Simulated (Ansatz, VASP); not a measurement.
**Cross-check of AlN between VASP and Ansatz**

Aim: how closely do two programs agree when they are given the same cell, functional and k mesh? The cell is taken from a series of runs on this material, whose earlier steps may have relaxed, scaled, displaced or heated it; both programs get it as it stands.

Calculated with Ansatz 0.2.0; plane waves, with VASP 6.6.1 beside it; zone-centre phonons at LDA.

## 1. Set-up

The structure is hexagonal, space group P6_3mc (No. 186). Conventional cell: a = 3.108 Å, b = 3.108 Å, c = 4.980 Å, α = 90.00°, β = 90.00°, γ = 120.00°. Nearest to N lie 4 Al at 1.89 to 1.90 Å. Nearest to Al lie 4 N at 1.89 to 1.90 Å. Farther neighbours and most contacts between anions are not listed.

## 2. VASP: zone-centre phonons, LDA, pair 1

Second derivatives magnify differences that forces hide, and they need a tight electronic threshold.

Lines of VASP's logs that name or quote its potential files are left out, and so is its time.

INCAR reads:

```
SYSTEM = AlN
PREC = Accurate
ENCUT = 600
EDIFF = 1E-08
NELM = 120
ISMEAR = 0
SIGMA = 0.01
LREAL = .FALSE.
ALGO = Normal
GGA = CA
NBANDS = 14
LORBIT = 11
LWAVE = .FALSE.
LCHARG = .FALSE.
ISIF = 2
IBRION = 8
LEPSILON = .TRUE.
LASPH = .TRUE.
GGA_COMPAT = .FALSE.
EFERMI = MIDGAP
KPAR = 2
```

POSCAR reads:

```
AlN
1.0
    3.1077319794      0.0000000000      0.0000000000
   -1.5538659897      2.6913748423      0.0000000000
    0.0000000000      0.0000000000      4.9802222567
N Al
2 2
Direct
    0.3333333333      0.6666666667      0.3808061294
    0.6666666667      0.3333333333      0.8808061294
    0.3333333333      0.6666666667      0.9991938706
    0.6666666667      0.3333333333      0.4991938706
```

KPOINTS reads:

```
Automatic mesh
0
Gamma
9 9 6
0 0 0
```

The projector-augmented-wave data sets are N and Al (LDA family, release 64).

The run is started by

```
mpirun -np 2 vasp_std
```

Numbers of over 12 decimals in the logs are rounded to 6 here.

The log of the run:

```text
[banner, memory and clock lines left out]
running    2 mpi-ranks, on    1 nodes
 distrk:  each k-point on    1 cores,    2 groups
 distr:  one band on    1 cores,    1 groups

 POSCAR found type information on POSCAR N Al
 POSCAR found :  2 types and       4 ions
 LDA part: xc-table for (Slater(with rela. corr.)+CA(PZ))
 , standard interpolation
 POSCAR, INCAR and KPOINTS ok, starting setup
 FFT: planning ... GRIDC
 FFT: planning ... GRID_SOFT
 FFT: planning ... GRID
 WAVECAR not read
 entering main loop
       N       E                     dE             d eps       ncg     rms          rms(c)
DAV:   1     0.488560765043E+02    0.48856E+02   -0.80788E+03  1344   0.114E+03
DAV:   2    -0.339463536932E+02   -0.82802E+02   -0.76134E+02  1880   0.206E+02
DAV:   3    -0.378698660396E+02   -0.39235E+01   -0.39062E+01  1842   0.460E+01
DAV:   4    -0.378940958804E+02   -0.24230E-01   -0.24226E-01  1464   0.443E+00
DAV:   5    -0.378943406068E+02   -0.24473E-03   -0.24471E-03  1812   0.439E-01    0.122E+01
DAV:   6    -0.329382382103E+02    0.49561E+01   -0.14132E+01  1524   0.274E+01    0.438E+00
DAV:   7    -0.328954487583E+02    0.42789E-01   -0.67127E-01  1596   0.543E+00    0.277E+00
DAV:   8    -0.328398894714E+02    0.55559E-01   -0.82672E-02  1566   0.260E+00    0.386E-01
DAV:   9    -0.328353461405E+02    0.45433E-02   -0.11247E-02  1740   0.754E-01    0.218E-01
DAV:  10    -0.328355178065E+02   -0.17167E-03   -0.79372E-04  1536   0.198E-01    0.105E-01
DAV:  11    -0.328354678693E+02    0.49937E-04   -0.10162E-04  1710   0.808E-02    0.203E-02
DAV:  12    -0.328354673440E+02    0.52530E-06   -0.20847E-06  1680   0.119E-02    0.444E-03
DAV:  13    -0.328354671690E+02    0.17492E-06   -0.96314E-07  1740   0.739E-03    0.119E-03
DAV:  14    -0.328354671688E+02    0.19111E-09   -0.17572E-08  1540   0.118E-03
   1 F= -.32835467E+02 E0= -.32835467E+02  d E =0.000000E+00
 Linear response reoptimize wavefunctions to high precision
DAV:   1    -0.328354671671E+02    0.17723E-08   -0.61223E-09  1746   0.619E-04
DAV:   2    -0.328354671671E+02    0.45475E-12   -0.53533E-11   966   0.650E-05
 Linear response G [H, r] |phi>, progress :
  Direction:   1
       N       E                     dE             d eps       ncg     rms
RMM:   1    -0.625215501921E+02   -0.62522E+02    0.87689E+01  3282   0.702E+01
RMM:   2    -0.541702471212E+02    0.83513E+01   -0.34331E+00  2266   0.142E+01
RMM:   3    -0.541954701293E+02   -0.25223E-01   -0.28856E-02  2437   0.131E+00
RMM:   4    -0.541957123287E+02   -0.24220E-03   -0.11152E-03  2619   0.171E-01
RMM:   5    -0.541956400755E+02    0.72253E-04    0.12404E-04  2592   0.263E-02
RMM:   6    -0.541956559736E+02   -0.15898E-04   -0.20874E-05  2685   0.510E-03
RMM:   7    -0.541956575168E+02   -0.15432E-05   -0.37838E-05  2647   0.180E-03
RMM:   8    -0.541956580085E+02   -0.49172E-06   -0.55606E-05  2307   0.127E-03
RMM:   9    -0.541956588182E+02   -0.80971E-06   -0.11727E-04  1932   0.120E-03
RMM:  10    -0.541956583784E+02    0.43980E-06   -0.67559E-05  1892   0.120E-03
RMM:  11    -0.541956593558E+02   -0.97738E-06   -0.82246E-05  1851   0.119E-03
 Linear response G [H, r] |phi>, progress :
  Direction:   2
       N       E                     dE             d eps       ncg     rms
RMM:   1    -0.668711299404E+02   -0.66871E+02    0.11507E+01  3112   0.692E+01
RMM:   2    -0.621855699860E+02    0.46856E+01   -0.28452E+00  2267   0.127E+01
RMM:   3    -0.622022970717E+02   -0.16727E-01   -0.34217E-02  2417   0.119E+00
RMM:   4    -0.622016197018E+02    0.67737E-03   -0.19068E-03  2589   0.159E-01
RMM:   5    -0.622015348206E+02    0.84881E-04   -0.57179E-04  2604   0.245E-02
RMM:   6    -0.622015188440E+02    0.15977E-04   -0.39935E-04  2707   0.505E-03
RMM:   7    -0.622015160560E+02    0.27880E-05   -0.37121E-04  2683   0.198E-03
RMM:   8    -0.622015153081E+02    0.74793E-06   -0.36588E-04  2235   0.151E-03
RMM:   9    -0.622015176179E+02   -0.23098E-05   -0.40110E-04  1953   0.144E-03
RMM:  10    -0.622015166101E+02    0.10078E-05   -0.44975E-04  1896   0.143E-03
RMM:  11    -0.622015193505E+02   -0.27404E-05   -0.40070E-04  1867   0.142E-03
 Linear response G [H, r] |phi>, progress :
  Direction:   3
       N       E                     dE             d eps       ncg     rms
RMM:   1    -0.673803111439E+02   -0.67380E+02    0.31131E+01  3106   0.692E+01
RMM:   2    -0.581519989836E+02    0.92283E+01   -0.32632E+00  2209   0.134E+01
RMM:   3    -0.581694173558E+02   -0.17418E-01   -0.28070E-02  2368   0.124E+00
RMM:   4    -0.581697371173E+02   -0.31976E-03   -0.46469E-04  2514   0.163E-01
RMM:   5    -0.581697440978E+02   -0.69805E-05   -0.21722E-05  2508   0.248E-02
RMM:   6    -0.581697447015E+02   -0.60373E-06   -0.13964E-05  2605   0.514E-03
RMM:   7    -0.581697447248E+02   -0.23298E-07   -0.14068E-05  2570   0.205E-03
RMM:   8    -0.581697448991E+02   -0.17434E-06   -0.16491E-05  2126   0.156E-03
RMM:   9    -0.581697449002E+02   -0.10603E-08   -0.13824E-05  1866   0.148E-03
[...]
RMM:   1    -0.434543923046E+00   -0.43454E+00   -0.15971E+00  2751   0.298E+00
RMM:   2    -0.444189500738E+00   -0.96456E-02   -0.43168E-03  2267   0.356E-01
RMM:   3    -0.444245121189E+00   -0.55620E-04   -0.51936E-05  2332   0.350E-02
RMM:   4    -0.444246023677E+00   -0.90249E-06   -0.12680E-06  2438   0.457E-03
[...]
RMM:   2    -0.444189501694E+00   -0.96456E-02   -0.43168E-03  2267   0.356E-01    0.978E-01
RMM:   3    -0.432274488821E+00    0.11915E-01   -0.73986E-03  2176   0.537E-01    0.576E-01
RMM:   4    -0.446777448658E+00   -0.14503E-01   -0.10810E-02  2229   0.662E-01    0.693E-02
RMM:   5    -0.448563132930E+00   -0.17857E-02   -0.17537E-04  2389   0.981E-02    0.224E-02
RMM:   6    -0.449093050430E+00   -0.52992E-03   -0.14066E-05  2434   0.249E-02    0.591E-03
RMM:   7    -0.449210500052E+00   -0.11745E-03   -0.84488E-07  2446   0.610E-03    0.142E-03
RMM:   8    -0.449234583932E+00   -0.24084E-04   -0.87555E-08  2500   0.127E-03    0.205E-04
RMM:   9    -0.449235418837E+00   -0.83491E-06   -0.61581E-08  2371   0.276E-04    0.392E-05
RMM:  10    -0.449235153994E+00    0.26484E-06   -0.14003E-07  1704   0.127E-04    0.815E-06
 change of polarisation eV/A/(eV/A) component  3 :    -0.069    -0.047     0.841
 dielectric tensor                  component  3 :    -0.302    -0.203     4.653
 Linear response DOF=           4
 Linear response progress:
  Degree of freedom:   1/  4
       N       E                     dE             d eps       ncg     rms          rms(c)
RMM:   1    -0.233411489051E+00   -0.23341E+00    0.19955E-01 13374   0.326E+00
RMM:   2    -0.232950393569E+00    0.46110E-03   -0.35236E-03 10976   0.421E-01    0.181E-01
RMM:   3    -0.233703039069E+00   -0.75265E-03   -0.94832E-04 10406   0.197E-01    0.893E-02
RMM:   4    -0.235461779360E+00   -0.17587E-02   -0.93441E-04 10836   0.181E-01    0.208E-02
RMM:   5    -0.235416223994E+00    0.45555E-04   -0.26051E-05 12434   0.340E-02    0.233E-03
RMM:   6    -0.235452397646E+00   -0.36174E-04   -0.43075E-07 12683   0.422E-03    0.101E-03
RMM:   7    -0.235454411490E+00   -0.20138E-05   -0.15622E-08 12930   0.874E-04    0.838E-05
RMM:   8    -0.235453969202E+00    0.44229E-06    0.33933E-07 13214   0.142E-04    0.358E-05
RMM:   9    -0.235453952277E+00    0.16926E-07   -0.19638E-08 13196   0.788E-05    0.288E-06
RMM:  10    -0.235453994300E+00   -0.42023E-07    0.24779E-08 13255   0.567E-05    0.139E-06
RMM:  11    -0.235453987093E+00    0.72065E-08   -0.38137E-08 11353   0.524E-05    0.258E-07
 first order change of Fermi-energy  -0.39504E-04
 force on displaced ion       1 direction 1 : -15.702  -0.000  -0.000
 Born effective charge ion    1 direction 1 :  -2.513   0.000  -0.000
 Linear response progress:
  Degree of freedom:   2/  4
       N       E                     dE             d eps       ncg     rms          rms(c)
RMM:   1    -0.249997296490E+00   -0.25000E+00    0.21066E-01  3345   0.325E+00
RMM:   2    -0.248429721860E+00    0.15676E-02   -0.31247E-03  2766   0.415E-01    0.185E-01
RMM:   3    -0.248573088304E+00   -0.14337E-03   -0.20045E-03  2749   0.241E-01    0.838E-02
RMM:   4    -0.249779154272E+00   -0.12061E-02   -0.94217E-04  2914   0.154E-01    0.223E-02
RMM:   5    -0.249935356965E+00   -0.15620E-03   -0.29530E-05  3026   0.283E-02    0.663E-03
RMM:   6    -0.250006890326E+00   -0.71533E-04   -0.35950E-06  3175   0.613E-03    0.212E-03
RMM:   7    -0.250001548048E+00    0.53423E-05    0.10504E-07  3161   0.218E-03    0.400E-04
RMM:   8    -0.250001027614E+00    0.52043E-06   -0.12861E-07  3236   0.351E-04    0.229E-04
RMM:   9    -0.250001399349E+00   -0.37174E-06    0.13585E-09  3279   0.170E-04    0.167E-05
RMM:  10    -0.250001320477E+00    0.78872E-07   -0.93443E-09  3276   0.812E-05    0.964E-06
RMM:  11    -0.250001368684E+00   -0.48207E-07    0.26599E-08  3334   0.625E-05    0.142E-06
RMM:  12    -0.250001360571E+00    0.81137E-08   -0.89974E-09  2918   0.561E-05    0.746E-07
 first order change of Fermi-energy   0.85295E+00
 force on displaced ion       1 direction 3 :   0.000   0.000 -19.584
 Born effective charge ion    1 direction 3 :   0.000  -0.000  -2.673
 Linear response progress:
  Degree of freedom:   3/  4
       N       E                     dE             d eps       ncg     rms          rms(c)
RMM:   1    -0.643323987509E-02   -0.64332E-02    0.23428E-03 16228   0.774E-01
RMM:   2    -0.581868522573E-02    0.61455E-03   -0.38306E-04 11379   0.138E-01    0.896E-02
RMM:   3    -0.569624755242E-02    0.12244E-03   -0.33602E-05 12006   0.575E-02    0.482E-02
RMM:   4    -0.570484582557E-02   -0.85983E-05   -0.29909E-05 11697   0.540E-02    0.791E-03
RMM:   5    -0.570442267715E-02    0.42315E-06   -0.18096E-06 12392   0.853E-03    0.892E-04
RMM:   6    -0.570399923646E-02    0.42344E-06   -0.78551E-08 12609   0.902E-04    0.399E-04
RMM:   7    -0.570285036531E-02    0.11489E-05   -0.20707E-07 12811   0.491E-04    0.281E-05
RMM:   8    -0.570286553744E-02   -0.15172E-07   -0.88997E-08 13055   0.684E-05    0.163E-05
RMM:   9    -0.570284772006E-02    0.17817E-07    0.43064E-08 13132   0.234E-05    0.157E-06
RMM:  10    -0.570284506594E-02    0.26541E-08    0.26998E-08 12380   0.111E-05    0.642E-07
 first order change of Fermi-energy  -0.38159E-05
 force on displaced ion       3 direction 1 : -15.640  -0.000   0.000
 Born effective charge ion    3 direction 1 :   2.512   0.000   0.000
 Linear response progress:
  Degree of freedom:   4/  4
       N       E                     dE             d eps       ncg     rms          rms(c)
RMM:   1    -0.199470408458E-01   -0.19947E-01   -0.60928E-03  4948   0.128E+00
RMM:   2    -0.118835091044E-01    0.80635E-02   -0.47367E-03  2808   0.355E-01    0.117E-01
RMM:   3    -0.112886579250E-01    0.59485E-03   -0.11375E-03  2901   0.148E-01    0.511E-02
RMM:   4    -0.111822030775E-01    0.10645E-03   -0.50341E-04  3073   0.390E-02    0.273E-02
RMM:   5    -0.111376062078E-01    0.44597E-04   -0.39077E-04  3124   0.355E-02    0.575E-03
RMM:   6    -0.111085674904E-01    0.29039E-04   -0.12086E-04  3123   0.914E-03    0.155E-03
RMM:   7    -0.110982328743E-01    0.10335E-04   -0.17852E-05  3143   0.211E-03    0.518E-04
RMM:   8    -0.110975702584E-01    0.66262E-06   -0.66250E-06  3180   0.930E-04    0.148E-04
RMM:   9    -0.110971613555E-01    0.40890E-06   -0.17991E-06  3247   0.212E-04    0.219E-05
RMM:  10    -0.110970324810E-01    0.12887E-06   -0.46674E-07  3303   0.401E-05    0.105E-05
RMM:  11    -0.110970072883E-01    0.25193E-07   -0.33410E-08  3295   0.254E-05    0.139E-06
RMM:  12    -0.110970079254E-01   -0.63711E-09   -0.29341E-08  2901   0.177E-05    0.685E-07
 first order change of Fermi-energy  -0.85304E+00
 force on displaced ion       3 direction 3 :  -0.000   0.000 -21.047
 Born effective charge ion    3 direction 3 :   0.000   0.000   2.673
 Born effective charges drift removed
 Linear response finished
```

(Continued in part 2 of 3.)

[Lines on the potential files, build, host, timing and source positions are cut from VASP's logs without a mark.]

[Logs are printed without paths, hosts, clocks, repeated set-up lines and the standing remarks that a program may print on its own settings, such as how far it seeks lower states.]

[Hosts, paths, dates, database ids (printed as entryN), source tags and the programs' standing remarks are cut or masked in the printed files.]
